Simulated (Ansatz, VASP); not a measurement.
**Cross-check of K2Ca3Mg3Al4Fe2Si21O57 between VASP and Ansatz**

Aim: how closely do two programs agree when they are given the same cell, functional and k mesh? Of the first pair: The structure shown is frame 33 of Ansatz's trajectory.

Calculated with Ansatz 0.2.0; plane waves, with VASP 6.6.1 beside it; single point at PBE.

### Step 1. The structure

The cell holds 92 atoms: 21 Si, 4 Al, 2 Fe, 3 Mg, 3 Ca, 2 K and 57 O. Cell: a = 11.009 Å, b = 11.009 Å, c = 11.009 Å, α = 90.0°, β = 90.0°, γ = 90.0°. As first built, before any earlier steps moved the atoms (in the runner's words): 92 atoms (21 Si, 4 Al, 2 Fe, 3 Mg, 3 Ca, 2 K, 57 O) placed at random at 2.54 g/cm^3, melted at 3000 K for 20 ps at fixed volume with the Buckingham and Coulomb pair potential of Guillot and Sator (Geochim. Cosmochim. Acta 71, 1249 (2007)) with the boron terms of Wang et al. (J. Non-Cryst. Solids 498, 294 (2018)). Snapshot at the end of a hold of 10 ps at 1700 K and zero pressure.

### Step 2. Ansatz: dynamics, PBE

Ansatz runs on its default PAW (the set named soft_2) files.

One frame of this run of dynamics is then solved in both programs, so the motion causes no difference.

File input.yaml:

```yaml
crystal:
  lattice:
    - [11.00931, 0.0, 0.0]
    - [0.0, 11.00931, 0.0]
    - [0.0, 0.0, 11.00931]
  atoms:
    - { symbol: Si, position: [0.061, 0.10279, 0.64253] }
    - { symbol: Si, position: [0.45732, 0.48133, 0.46917] }
    - { symbol: Si, position: [0.033, 0.70114, 0.00249] }
    - { symbol: Si, position: [0.4598, 0.46796, 0.17371] }
    - { symbol: Si, position: [0.0424, 0.54974, 0.38144] }
    - { symbol: Si, position: [0.43492, 0.82264, 0.24886] }
    - { symbol: Si, position: [0.76539, 0.63009, 0.31586] }
    - { symbol: Si, position: [0.48631, 0.19231, 0.14171] }
    - { symbol: Si, position: [0.84218, 0.35169, 0.84349] }
    - { symbol: Si, position: [0.04878, 0.22497, 0.02847] }
    - { symbol: Si, position: [0.67736, 0.15705, 0.74523] }
    - { symbol: Si, position: [0.48082, 0.20574, 0.40502] }
    - { symbol: Si, position: [0.01009, 0.0631, 0.38489] }
    - { symbol: Si, position: [0.50935, 0.88228, 0.53624] }
    - { symbol: Si, position: [0.9371, 0.36813, 0.60131] }
    - { symbol: Si, position: [0.90653, 0.84788, 0.21204] }
    - { symbol: Si, position: [0.38184, 0.90154, 0.80594] }
    - { symbol: Si, position: [0.6527, 0.62912, 0.58765] }
    - { symbol: Si, position: [0.17643, 0.46539, 0.15204] }
    - { symbol: Si, position: [0.32074, 0.17583, 0.89438] }
    - { symbol: Si, position: [0.28247, 0.69258, 0.438] }
    - { symbol: Al, position: [0.73633, 0.18004, 0.50635] }
    - { symbol: Al, position: [0.06153, 0.8723, 0.7955] }
    - { symbol: Al, position: [0.6453, 0.64856, 0.06932] }
    - { symbol: Al, position: [0.79482, 0.6006, 0.85618] }
    - { symbol: Fe, position: [0.79275, 0.12292, 0.05382], spin: -4.0 }
    - { symbol: Fe, position: [0.76598, 0.94871, 0.68976], spin: -4.0 }
    - { symbol: Mg, position: [0.31829, 0.99567, 0.38179] }
    - { symbol: Mg, position: [0.37903, 0.14991, 0.65506] }
    - { symbol: Mg, position: [0.05169, 0.80603, 0.5271] }
[... 56 atom lines left out ...]
    - { symbol: O, position: [0.35332, 0.26803, 0.79101] }
    - { symbol: O, position: [0.8188, 0.94606, 0.13121] }
    - { symbol: O, position: [0.13523, 0.48032, 0.29443] }
    - { symbol: O, position: [0.48085, 0.8806, 0.38784] }
    - { symbol: O, position: [0.43338, 0.33922, 0.44486] }
    - { symbol: O, position: [0.63321, 0.95161, 0.54223] }
magnetization:
  spin_polarized: true
kpoints:
  mp_grid: { grid: [1, 1, 1] }
hamiltonian:
  xc: pbe
scf:
  occupations: { method: gaussian, width: 0.05 }
  lower_state_search: "off"
output:
  forces: true
md:
  timestep: 1.0
  n_steps: 100
  ensemble: nvt_langevin
  temperature: 300
  initial_velocities: maxwell_boltzmann
  seed: 5944
```

On the command line:

```console
$ ansatz run input.yaml --threads 4 --pin off --max-ram 15872MiB --backend cpu --events-out ev --progress --plain --runs-dir out
```

Numbers of over 12 decimals in the logs are rounded to 6 here.

Output:

```text
Warning: md: disabling space-group detection — thermal motion breaks the input geometry's symmetry, so no spatial operation reduces the k-mesh or symmetrises the density; time reversal is kept, so that k and −k are solved as one point where they differ and the mesh holds both, and exact exchange and, on two spinor components, a DFT+U term hold to it where the run has them: on two components no moment then forms, and  [...]
Engine: ansatz 0.2.0, aarch64-unknown-linux-gnu
Pseudopotentials: kind: paw
Pseudopotential: Si, paw, valence charge 4, recommended cutoff 420 eV (normal), Si.paw.azcp
Pseudopotential: Al, paw, valence charge 3, recommended cutoff 420 eV (normal), Al.paw.azcp
Pseudopotential: Fe, paw, valence charge 16, recommended cutoff 420 eV (normal), Fe.paw.azcp
Pseudopotential: Mg, paw, valence charge 10, recommended cutoff 420 eV (normal), Mg.paw.azcp
Pseudopotential: Ca, paw, valence charge 10, recommended cutoff 420 eV (normal), Ca.paw.azcp
Pseudopotential: K, paw, valence charge 9, recommended cutoff 420 eV (normal), K.paw.azcp
Pseudopotential: O, paw, valence charge 6, recommended cutoff 420 eV (normal), O.paw.azcp
Functional definition: PBE
  parameter kappa = 0.804
  parameter beta = 0.066725
  exchange = pbe_x(kappa = kappa, mu = beta*pi^2/3)
  correlation = pbe_c(beta = beta)
Crystal: 92 atoms, lattice volume = 1334.382 Å³
Basis set: ecut = 420 eV, 26001 PW (Γ), exchange–correlation on 150×150×150 points (8 copies of the dense FFT grid, shifted against one another)
Bands: 370, of which v1, the nominal top of the filled ones, is band 274 counted from 1 (273 counted from 0)
Symmetry: 1 space group operations
k-points: 1
Non-local potential: Si, projectors of the file, l = 0: 2, l = 1: 2, l = 2: 2
Non-local potential: Al, projectors of the file, l = 0: 2, l = 1: 2, l = 2: 1
Non-local potential: Fe, projectors of the file, l = 0: 3, l = 1: 2, l = 2: 3, l = 3: 1
Non-local potential: Mg, projectors of the file, l = 0: 3, l = 1: 2, l = 2: 1
Non-local potential: Ca, projectors of the file, l = 0: 3, l = 1: 2, l = 2: 2
Non-local potential: K, projectors of the file, l = 0: 3, l = 1: 2, l = 2: 2
Non-local potential: O, projectors of the file, l = 0: 2, l = 1: 2, l = 2: 1
PAW form: soft (Blöchl's): semilocal exchange-correlation on the pseudo side does not see the compensation charge
PAW one-centre angular grid: Si, 110 points (default); XC on 64 Gauss nodes
PAW one-centre angular grid: Al, 110 points (default); XC on 64 Gauss nodes
PAW one-centre angular grid: Fe, 590 points (default); XC on 64 Gauss nodes
PAW one-centre angular grid: Mg, 110 points (default); XC on 64 Gauss nodes
PAW one-centre angular grid: Ca, 110 points (default); XC on 64 Gauss nodes
PAW one-centre angular grid: K, 110 points (default); XC on 64 Gauss nodes
PAW one-centre angular grid: O, 110 points (default); XC on 64 Gauss nodes
Initial density: superposition of atomic densities (chi_scale 0.1, normalization cell, long waves 1 % of neutral atoms (reshape's long-wave potential 1.01 eV rms, cloud 2.69 Å wide))
Starting moments: Σ|m| = 8 μB on 2 of 92 sites
Initial wavefunctions: pseudopotential atomic-orbital guess
Functional: x = pbe(κ = 0.804, μ = 0.219515), c = pbe(β = 0.066725)
SCF iter   1: F=—  HF=-71295.984321 eV  |F-HF|=—  |Δ(HF+E_count)|=         —  Δρ=1.51e-1 (↑1.51e-1 ↓6.95e-2)  dr2=1.21e3  dr2_m=3.83e1  M=-0.709 μB ∫|m|=1.000 μB  β_m=0.30  ethr=3.10e-3  ⟨swp⟩=11.0  Hψ=3781  notcnv=0  defer=127
preconditioner: auto → Kerker (q_TF=auto, 2.352 Å⁻¹)  [metal: Δε(μ)=0.049 eV  Ē_g=13.877 eV  σ=0.050 eV  W_gap=0.44  n_scr=256 (ndim 8)  ℏωp=22.3 eV  f_vac=0.081  D(μ)=35.24/eV (n_scr^D=250)]
spin=Collinear: Kerker preconditioning applied to the charge; magnetization (m = ρ↑ − ρ↓) channel mixes plain (no charge-response kernel on spin).
SCF iter   2: F=—  HF=-71223.867905 eV  |F-HF|=—  |Δ(HF+E_count)|=    7.21e1  Δρ=6.21e-2 (↑6.21e-2 ↓5.29e-2)  dr2=1.92e2  dr2_m=9.75e-1  M=-9.464 μB ∫|m|=10.302 μB  β_m=0.30  ethr=3.10e-3  ⟨swp⟩=6.5  Hψ=2424  notcnv=0  defer=176
SCF iter   3: F=—  HF=-71199.836237 eV  |F-HF|=—  |Δ(HF+E_count)|=    2.40e1  Δρ=4.88e-2 (↑4.88e-2 ↓2.64e-2)  dr2=1.09e2  dr2_m=6.07e0  M=-6.032 μB ∫|m|=6.252 μB  β_m=0.30  ethr=3.10e-3  ⟨swp⟩=4.0  Hψ=1442  notcnv=0  defer=174
SCF iter   4: F=—  HF=-71196.522052 eV  |F-HF|=—  |Δ(HF+E_count)|=    3.31e0  Δρ=7.67e-2 (↑7.67e-2 ↓3.12e-2)  dr2=1.89e2  dr2_m=1.52e1  M=-5.327 μB ∫|m|=5.660 μB  β_m=0.30  ethr=3.10e-3  ⟨swp⟩=3.5  Hψ=1440  notcnv=0  defer=171
[...]
Free energy (F): -71197.807277 eV
Harris-Foulkes:  -71197.807277 eV  (|F-HF|=4.23e-9)
Internal energy: -71197.800033 eV  (E = F + TS)
E sigma→0 (E₀):  -71197.803655 eV
Entropy (-TS):   -0.007244 eV (-0.079 meV/atom)
Fermi energy:    5.665414 eV
--- Per-component energies (eV) ---
  E_band       = -4427.855528
  E_kinetic    = 13392.023904
  E_local      = -49526.076187  (includes V_loc(G=0)·N_el)
  E_nonlocal   = 4230.920565
  E_hartree    = 19162.654375
  E_xc         = -6555.799657
  E_vxc        = -7759.570575  (∫ρ·V_xc dr)
  E_paw        = -29441.922062  (= ΣΔE_a)
  E_vpaw       = -3090.609111  (= ΣTr[D̂ρ^β])
  E_aug_tail   = 0.145240  (compensation charges beyond the density's cutoff)
  E_ewald      = -22459.746211
  E_smearing   = -0.007244  (= −TS)
  E_closure    = 0.000000  (closes the sum)
  Σ components = -71197.807277   (vs F -71197.807277, Δ=0.00e0)
--- Forces (eV/Å), atoms counted from 1 ---
  atom   1  Si    -0.33216850     2.01518016    -0.42340456
  atom   2  Si    -0.01562600    -1.28844444    -0.90293061
  atom   3  Si    -0.88877288    -0.33445307    -0.34846365
  atom   4  Si    -0.02564198     1.32149875     1.60826288
  atom   5  Si     0.29756344    -0.55102995    -1.61531455
  atom   6  Si    -1.40309261    -0.56208513     1.29726957
  atom   7  Si     0.02383522    -0.75000097     1.93008748
  atom   8  Si     1.45301048    -0.79109822    -1.02375609
  atom   9  Si     1.00721518    -0.40968260     1.44091738
  atom  10  Si    -1.13542090    -3.69910583    -0.69565588
  atom  11  Si     0.03186490    -2.58343704    -1.42874250
  atom  12  Si     2.53096802     0.37168338     3.24114779
  atom  13  Si     0.33021868     0.95326108    -3.11791889
  atom  14  Si     2.36995618    -0.14269592     0.22006821
  atom  15  Si    -0.16437589     0.46234666     0.85620026
  atom  16  Si     0.83636947     0.31236236     1.33004188
  atom  17  Si     0.06239266    -0.41155441     2.48249232
  atom  18  Si    -1.48349082     0.04536867    -1.32707537
  atom  19  Si    -0.67011118     0.18802277    -1.25138735
  atom  20  Si     0.12768077     0.70315658     1.76180421
  atom  21  Si     0.57598519     2.81438924     0.14128772
  atom  22  Al    -0.78967387    -1.25979306     0.92629390
  atom  23  Al    -0.17563623     0.57569036     0.87043114
  atom  24  Al    -0.32432252    -1.69212919    -2.92294155
[...]
atom  85  O      0.12219989    -0.23623559    -0.29233717
  atom  86  O     -1.25991578     0.09607309    -0.55518656
  atom  87  O      0.47098061    -0.72766981    -0.17670923
  atom  88  O     -0.71796480     0.08024063    -0.05391118
  atom  89  O     -0.74088537     1.07492533     1.44196358
  atom  90  O      0.50839985     0.56444308    -0.51612858
  atom  91  O      0.45897927    -0.00998297    -1.15746129
  atom  92  O     -2.17726543     0.03669544    -0.37496608
  max |Σ_I F_I| component: 1.46e-5 eV/Å
--- MD trajectory: 100 steps, t = 0.0 → 100.0 fs ---
  final state: T = 641.7 K   F+E_penalty+E_count = -71197.80727700 eV   E_kin = 7.631360 eV
```

In the SCF lines HF is the Harris–Foulkes energy and dr2 the Hartree energy of the density residual, in eV; the loop may stop once dr2 is under the threshold and the program's other checks hold. Hψ counts applications of the Hamiltonian.

### Step 3. VASP: single point, PBE, pair 1

The same cell, functional, mesh and smearing now go to VASP, with its own data sets.

Lines of VASP's logs that name or quote its potential files are left out, and so is its time.

File INCAR:

```
SYSTEM = K2Ca3Mg3Al4Fe2Si21O57
PREC = Accurate
ENCUT = 520
EDIFF = 1E-06
NELM = 200
ISMEAR = 0
SIGMA = 0.05
LREAL = Auto
ALGO = Normal
GGA = PE
NBANDS = 320
ISPIN = 2
MAGMOM = 0 -0 -0 -0 -0 -0 -0 -0 0 -0 0 -0 0 -0 0 -0 -0 -0 0 -0 0 -0 -0 0 0 -3.09 -3.09 0 0 -0 -0 -0 -0 -0 -0 -0 -0 -0 -0 -0 -0.08 -0 -0 -0 -0 -0 -0.01 0 -0 0 0 -0 -0 -0 -0 -0 -0 -0 -0.06 -0 -0.05 -0 -0 -0 -0 -0.09 -0 -0 -0 -0 -0 -0 -0 -0 -0.01 -0 -0 -0 -0 -0 -0 -0 -0 -0 -0 -0 -0 -0.08 -0 -0 -0 -0.1
LASPH = .TRUE.
LMAXMIX = 4
LORBIT = 11
LWAVE = .FALSE.
LCHARG = .FALSE.
ISIF = 2
GGA_COMPAT = .FALSE.
NCORE = 2
```

File POSCAR:

```
K2Ca3Mg3Al4Fe2Si21O57
1.0
   11.0093100000      0.0000000000      0.0000000000
    0.0000000000     11.0093100000      0.0000000000
    0.0000000000      0.0000000000     11.0093100000
Si Al Fe Mg Ca K O
21 4 2 3 3 2 57
Direct
    0.0771074663      0.0993704419      0.6552272577
    0.4529711671      0.4825370527      0.4523898410
    0.0282488185      0.6996896263      0.0243975326
    0.4542428181      0.4744984018      0.1638340641
    0.0447076156      0.5323857717      0.3925132456
    0.4274109822      0.8192429862      0.2452015612
    0.7913211636      0.6285589197      0.3170589256
    0.5046092807      0.2065070381      0.1181000444
    0.8359016142      0.3561985265      0.8486453738
    0.0508569565      0.2311044016      0.0088288912
    0.6665631179      0.1503818132      0.7538165425
    0.4874238258      0.1922554638      0.3995799918
    0.0051229369      0.0414739888      0.3971638550
    0.5180161155      0.8717985051      0.5474911688
    0.9344908991      0.3605948057      0.5913994610
    0.8938798163      0.8577649280      0.2123747991
    0.3759000337      0.8945610579      0.7993688978
    0.6522388778      0.6223823291      0.5782923725
    0.1620537527      0.4655060126      0.1462216978
    0.3152241149      0.1870235283      0.8902101948
    0.2709797435      0.6959473391      0.4282012224
    0.7661061411      0.1867782813      0.5030651331
    0.0898239763      0.8639596850      0.7914301623
    0.6299123197      0.6622304213      0.0981169574
    0.8248655002      0.6051514582      0.8595634059
    0.7868522187      0.1232138981      0.0670886731
    0.7714379920      0.9406129903      0.6823406735
    0.2832693420      0.9980734487      0.4016055502
    0.3796604874      0.1493190763      0.6560992469
    0.0549807390      0.8189614063      0.5325765193
[... 56 atom lines left out ...]
    0.3328728140      0.2870388789      0.7928562280
    0.8098236856      0.9489332211      0.1346042577
    0.1304350591      0.4757700528      0.2880289500
    0.4831365453      0.8835521936      0.3855554980
    0.4361217915      0.3314558315      0.4615548113
    0.6592147918      0.9286140548      0.5389711072
```

File KPOINTS:

```
Automatic mesh
0
Gamma
1 1 1
0 0 0
```

PAW data sets: Si, Al, Fe, Mg, Ca_sv, K_sv and O (PBE family, release 64).

On the command line:

```console
$ mpirun -np 8 vasp_gam
```

Output:

```text
[banner, memory and clock lines left out]
running    8 mpi-ranks, on    1 nodes
[...]
LDA part: xc-table for (Slater+PW92), standard interpolation
 POSCAR, INCAR and KPOINTS ok, starting setup
[...]
entering main loop
       N       E                     dE             d eps       ncg     rms          rms(c)
DAV:   1     0.543787331292E+04    0.54379E+04   -0.28806E+05  1280   0.158E+03
DAV:   2    -0.134601854183E+03   -0.55725E+04   -0.52875E+04  1560   0.407E+02
DAV:   3    -0.748723558571E+03   -0.61412E+03   -0.60408E+03  1480   0.149E+02
DAV:   4    -0.776788464367E+03   -0.28065E+02   -0.27796E+02  1768   0.375E+01
[...]
DAV:  58    -0.671071881188E+03    0.16002E-05   -0.50161E-05  1424   0.167E-02    0.267E-02
DAV:  59    -0.671071882218E+03   -0.10297E-05   -0.80159E-06  1464   0.126E-02    0.179E-02
DAV:  60    -0.671071881844E+03    0.37360E-06   -0.22109E-06   944   0.591E-03
   1 F= -.67107188E+03 E0= -.67107188E+03  d E =-.974424E-07  mag=    -8.0000
```

OUTCAR, selected parts (step 3):

```text
  Total      -36.1632537    -13.3177174    -41.2207926     15.3090387     -3.8540306     -6.2168968
  in kB      -43.4207957    -15.9904275    -49.4933236     18.3813837     -4.6274894     -7.4645552
  external PRESSURE =     -36.3015156 kB  Pullay stress =       0.0000000 kB

 POSITION                                       TOTAL-FORCE (eV/Angst)
 -----------------------------------------------------------------------------------
      0.84890      1.09400      7.21360        -3.900807     -0.464274      1.485951
      4.98690      5.31240      4.98050         0.256628     -0.746508      0.998935
      0.31100      7.70310      0.26860         1.812007      0.726910     -0.758480
      5.00090      5.22390      1.80370        -0.211724     -0.769247      0.283671
      0.49220      5.86120      4.32130         0.134752      2.324881     -0.731428
      4.70550      9.01930      2.69950         1.840598     -1.075847      2.527606
      8.71190      6.92000      3.49060        -1.315681      0.352516      0.447281
      5.55540      2.27350      1.30020        -1.835559      0.523242      1.991293
[...]
7.05530      2.01570      4.27360        -1.242705     -0.715541      1.536531
      3.34130      4.86200      1.49460         3.430339      0.215202      0.086866
     10.81810     10.08990      3.55200        -0.869670     -2.435631     -1.092327
      0.96090      3.76250      1.03840         1.167150      2.980425      0.958503
      4.07850      2.05080      0.37010         3.231697      0.401748      0.527198
[...]
-----------------------------------------------------------------------------------
    total drift:                                0.014662      0.013956      0.028246

  FREE ENERGIE OF THE ION-ELECTRON SYSTEM (eV)
  ---------------------------------------------------
  free  energy   TOTEN  =      -671.0718818444 eV

  energy  without entropy=     -671.0718817469  energy(sigma->0) =     -671.07188180

 magnetization (x)
# of ion       s       p       d       tot
------------------------------------------
    1       -0.000  -0.000   0.000  -0.000
    2        0.000  -0.000   0.000  -0.000
    3        0.000   0.000   0.000   0.000
    4       -0.000  -0.000   0.000  -0.000
    5       -0.000  -0.000   0.000  -0.000
    6       -0.000  -0.000   0.000  -0.000
    7       -0.000  -0.000   0.000  -0.000
    8       -0.003  -0.005   0.000  -0.008
    9        0.000   0.000   0.000   0.000
   10       -0.000  -0.002   0.000  -0.002
   11        0.000   0.000   0.000   0.001
   12        0.000  -0.000   0.000  -0.000
   13        0.000  -0.000   0.000  -0.000
[...]
--------------------------------------------------
tot         -0.117  -0.519  -6.935  -7.571

[... 3 further parts left out ...]
[key lines of the parts left out:]
E-fermi :   3.1073
```

The magnetic state follows from one typed start and may not be the lowest.

### Step 4. Comparison

Known differences besides the potentials themselves: VASP starts from the moments at which Ansatz ended; the data sets hold 548 valence electrons in Ansatz (on its default PAW (the set named soft_2) files) and 508 in VASP; the cutoff is 420 eV in Ansatz and 520 eV in VASP (PREC = Accurate, projectors in real space). Total energies have different zeros and are not compared.

Forces on 10 of the 92 atoms, those with the largest forces and the largest differences (eV/Å; atoms numbered as in POSCAR):

```
atom         Ansatz x, y, z           VASP x, y, z
 Si1  -3.842, -0.484, 1.480  -3.901, -0.464, 1.486
Si10  -4.634, -0.465, 0.803  -4.666, -0.439, 0.768
Al23  -3.808, -0.241, 0.114  -3.825, -0.244, 0.138
Al25   -3.151, 1.201, 0.231   -3.167, 1.230, 0.211
 O38  -1.012, -0.922, 0.147  -1.124, -0.909, 0.079
 O43   4.603, -0.142, 0.164   4.603, -0.143, 0.165
 O71  -0.228, 0.814, -0.436  -0.254, 0.925, -0.420
 O79    3.366, 0.213, 0.082    3.430, 0.215, 0.087
 O81    1.150, 2.939, 0.950    1.167, 2.980, 0.959
 O87   0.489, 1.000, -0.346   0.511, 1.081, -0.441
```

The forces differ by 30 meV/Å r.m.s., which is 2.5 % of the r.m.s. force of 1.186 eV/Å (both taken over all components). Moments aren't recorded for both runs of this pair, so they may hold unlike magnetic states.

### Step 5. Ansatz: dynamics, PBE

One frame of this run of dynamics is then solved in both programs, so the motion causes no difference.

The structure compared here is frame 67 of Ansatz's trajectory.

input.yaml is that of step 2.

On the command line:

```console
$ ansatz run input.yaml --threads 4 --pin off --max-ram 15872MiB --backend cpu --events-out ev --progress --plain --runs-dir out
```

Output:

```text
[...]
Crystal: 92 atoms, lattice volume = 1334.382 Å³
Basis set: ecut = 420 eV, 26001 PW (Γ), exchange–correlation on 150×150×150 points (8 copies of the dense FFT grid, shifted against one another)
Bands: 370, of which v1, the nominal top of the filled ones, is band 274 counted from 1 (273 counted from 0)
Symmetry: 1 space group operations
k-points: 1
[...]
Starting moments: Σ|m| = 8 μB on 2 of 92 sites
[...]
atom   6  Si    -1.40309261    -0.56208513     1.29726957
  atom   7  Si     0.02383522    -0.75000097     1.93008748
  atom   8  Si     1.45301048    -0.79109822    -1.02375609
[...]
atom  89  O     -0.74088537     1.07492533     1.44196358
  atom  90  O      0.50839985     0.56444308    -0.51612858
  atom  91  O      0.45897927    -0.00998297    -1.15746129
  atom  92  O     -2.17726543     0.03669544    -0.37496608
  max |Σ_I F_I| component: 1.46e-5 eV/Å
--- MD trajectory: 100 steps, t = 0.0 → 100.0 fs ---
[...]
[key lines of the parts left out:]
Free energy (F): -71197.807277 eV
Fermi energy:    5.665414 eV
```

(Part 1 of 2 ends here.)

[Lines on the potential files, build, host, timing and source positions are cut from VASP's logs without a mark.]

[Logs are printed without paths, hosts, clocks, repeated set-up lines and the standing remarks that a program may print on its own settings, such as how far it seeks lower states.]

[Hosts, paths, dates, database ids (printed as entryN), source tags and the programs' standing remarks are cut or masked in the printed files.]
